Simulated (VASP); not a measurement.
Calculation: rev-vdW-DF2, VASP's PBE PAW potentials (set 64) (plane waves; VASP).

The input files of a VASP run:

**POSCAR**
```
AuAl2
4.2211280
  0.0000000000   0.7071068609   0.7071068609
  0.7071068609   0.0000000000   0.7071068609
  0.7071068609   0.7071068609   0.0000000000
Al Au
2 1
direct
  0.2500000000   0.2500000000   0.2500000000
  0.7500000000   0.7500000000   0.7500000000
  0.0000000000   0.0000000000   0.0000000000
```

INCAR:
```
SYSTEM = AuAl2
PREC = Accurate
ENCUT = 520
EDIFF = 1E-7
NELM = 100
ALGO = Normal
LREAL = .FALSE.
LASPH = .TRUE.
ISMEAR = 1
SIGMA = 0.1
GGA = MK
PARAM1 = 0.1234568
PARAM2 = 0.7114
ZAB_VDW = -1.8867
LUSE_VDW = .TRUE.
AGGAC = 0.0
LMAXMIX = 6
LWAVE = .FALSE.
LCHARG = .FALSE.
ISIF = 2
```

KPOINTS:
```
Automatic mesh
0
gamma
 9 9 9
```

POTCAR, in this order: Al Au (PBE.64 set). Program: vasp_std.

Output of the run:

OUTCAR:
```
 ion  position               nearest neighbor table
   1  0.250  0.250  0.250-   3 2.58   3 2.58   3 2.58   3 2.58   2 2.98   2 2.98   2 2.98   2 2.98
                             2 2.98   2 2.98
   2  0.750  0.750  0.750-   3 2.58   3 2.58   3 2.58   3 2.58   1 2.98   1 2.98   1 2.98   1 2.98
                             1 2.98   1 2.98
   3  0.000  0.000  0.000-   2 2.58   2 2.58   2 2.58   1 2.58   1 2.58   1 2.58   2 2.58   1 2.58
  LATTYP: Found a face centered cubic cell.
 ALAT       =     5.9695771394
 Subroutine PRICEL returns:
 Original cell was already a primitive cell.
 Subroutine GETGRP returns: Found 48 space group operations
The static configuration has the point symmetry O_h .
The dynamic configuration has the point symmetry O_h .
 Subroutine INISYM returns: Found 48 space group operations
 Subroutine IBZKPT returns following result:
 Found     35 irreducible k-points:

 Following reciprocal coordinates:
            Coordinates               Weight
  0.000000  0.000000  0.000000      1.000000
  0.111111  0.000000  0.000000      8.000000
  0.222222  0.000000  0.000000      8.000000
  0.333333  0.000000  0.000000      8.000000
  0.444444  0.000000  0.000000      8.000000
  0.111111  0.111111  0.000000      6.000000
  0.222222  0.111111  0.000000     24.000000
  0.333333  0.111111  0.000000     24.000000
  0.444444  0.111111  0.000000     24.000000
 -0.444444  0.111111  0.000000     24.000000
 -0.333333  0.111111  0.000000     24.000000
 -0.222222  0.111111  0.000000     24.000000
 -0.111111  0.111111  0.000000     12.000000
  0.222222  0.222222  0.000000      6.000000
  0.333333  0.222222  0.000000     24.000000
  0.444444  0.222222  0.000000     24.000000
 -0.444444  0.222222  0.000000     24.000000
 -0.333333  0.222222  0.000000     24.000000
 -0.222222  0.222222  0.000000     12.000000
  0.333333  0.333333  0.000000      6.000000
  0.444444  0.333333  0.000000     24.000000
 -0.444444  0.333333  0.000000     24.000000
 -0.333333  0.333333  0.000000     12.000000
  0.444444  0.444444  0.000000      6.000000
 -0.444444  0.444444  0.000000     12.000000
  0.333333  0.222222  0.111111     24.000000
  0.444444  0.222222  0.111111     48.000000
 -0.444444  0.222222  0.111111     48.000000
  0.444444  0.333333  0.111111     24.000000
 -0.444444  0.333333  0.111111     48.000000
 -0.333333  0.333333  0.111111     48.000000
 -0.222222  0.333333  0.111111     24.000000
 -0.444444  0.444444  0.111111     24.000000
 -0.333333  0.444444  0.111111     24.000000
 -0.333333  0.444444  0.222222     24.000000
   k-points           NKPTS =     35   k-points in BZ     NKDIM =     35   number of bands    NBANDS=     12
   number of dos      NEDOS =    301   number of ions     NIONS =      3
   total plane-waves  NPLWV =  32768
   dimension x,y,z NGX =    32 NGY =   32 NGZ =   32
   dimension x,y,z NGXF=    64 NGYF=   64 NGZF=   64
   ions per type =               2   1
   PREC   = accura    normal or accurate (medium, high low for compatibility)
   ISTART =      0    job   : 0-new  1-cont  2-samecut
   ICHARG =      2    charge: 1-file 2-atom 10-const
   ISPIN  =      1    spin polarized calculation?
   LNONCOLLINEAR =      F non collinear calculations
   LSORBIT =      F    spin-orbit coupling
   INIWAV =      1    electr: 0-lowe 1-rand  2-diag
   ENCUT  =  520.0 eV  38.22 Ry    6.18 a.u.   7.85  7.85  7.85*2*pi/ulx,y,z
   NELM   =    100;   NELMIN=  2; NELMDL= -5     # of ELM steps
   EDIFF  = 0.1E-06   stopping-criterion for ELM
   LREAL  =      F    real-space projection
   NLSPLINE    = F    spline interpolate recip. space projectors
   LMAXMIX     =    6 max onsite mixed and CHGCAR
   VOSKOWN=      0    Vosko Wilk Nusair interpolation
   EDIFFG = 0.1E-05   stopping-criterion for IOM
...
```

### OSZICAR
```
       N       E                     dE             d eps       ncg     rms          rms(c)
DAV:   1     0.647545513591E+02    0.64755E+02   -0.71109E+03   864   0.118E+03
DAV:   2    -0.688076946401E+01   -0.71635E+02   -0.65473E+02   932   0.203E+02
DAV:   3    -0.886011362543E+01   -0.19793E+01   -0.19544E+01  1056   0.329E+01
DAV:   4    -0.887767409530E+01   -0.17560E-01   -0.17551E-01   996   0.365E+00
DAV:   5    -0.887794819136E+01   -0.27410E-03   -0.27409E-03  1056   0.481E-01    0.919E+00
DAV:   6    -0.770588797578E+01    0.11721E+01   -0.63764E+00   952   0.285E+01    0.387E+00
DAV:   7    -0.763576283687E+01    0.70125E-01   -0.28534E-01   900   0.632E+00    0.184E+00
DAV:   8    -0.760864416840E+01    0.27119E-01   -0.26419E-02   980   0.134E+00    0.387E-01
DAV:   9    -0.760777711754E+01    0.86705E-03   -0.34294E-03   964   0.706E-01    0.177E-01
DAV:  10    -0.760789713938E+01   -0.12002E-03   -0.22035E-04   916   0.133E-01    0.336E-02
DAV:  11    -0.760789139468E+01    0.57447E-05   -0.68822E-06  1056   0.238E-02    0.141E-02
DAV:  12    -0.760789161663E+01   -0.22195E-06   -0.13643E-06   916   0.100E-02    0.263E-03
DAV:  13    -0.760789171209E+01   -0.95461E-07   -0.18748E-07   712   0.467E-03
   1 F= -.76078917E+01 E0= -.76076574E+01  d E =-.702988E-03
```

**OUTCAR**
```
------------------------ aborting loop because EDIFF is reached ----------------------------------------
  FORCE on cell =-STRESS in cart. coord.  units (eV):
  Direction    XX          YY          ZZ          XY          YZ          ZX
  --------------------------------------------------------------------------------------
  Total        1.2256335      1.2256335      1.2256335     -0.0000000     -0.0000000     -0.0000000
  in kB       36.9232993     36.9232993     36.9232993     -0.0000000     -0.0000000     -0.0000000
  external PRESSURE =      36.9232993 kB  Pullay stress =       0.0000000 kB
  volume of cell :       53.18
      direct lattice vectors                 reciprocal lattice vectors
     0.000000000  2.984788570  2.984788570    -0.167516053  0.167516053  0.167516053
     2.984788570  0.000000000  2.984788570     0.167516053 -0.167516053  0.167516053
     2.984788570  2.984788570  0.000000000     0.167516053  0.167516053 -0.167516053
 POSITION                                       TOTAL-FORCE (eV/Angst)
 -----------------------------------------------------------------------------------
      1.49239      1.49239      1.49239         0.000000      0.000000      0.000000
      4.47718      4.47718      4.47718        -0.000000      0.000000     -0.000000
      0.00000      0.00000      0.00000        -0.000000     -0.000000     -0.000000
 -----------------------------------------------------------------------------------
    total drift:                                0.000000     -0.000000      0.000000
  FREE ENERGIE OF THE ION-ELECTRON SYSTEM (eV)
  ---------------------------------------------------
  free  energy   TOTEN  =        -7.6078917121 eV

  energy  without entropy=       -7.6071887239  energy(sigma->0) =       -7.60765738
```
(Selected blocks of OUTCAR.)

The compound is AuAl2 in the fluorite structure. This cell is one point of a volume scan, at 0.97 of the reference volume. The electron count is odd and the run is not spin-polarised, which forces a metal.
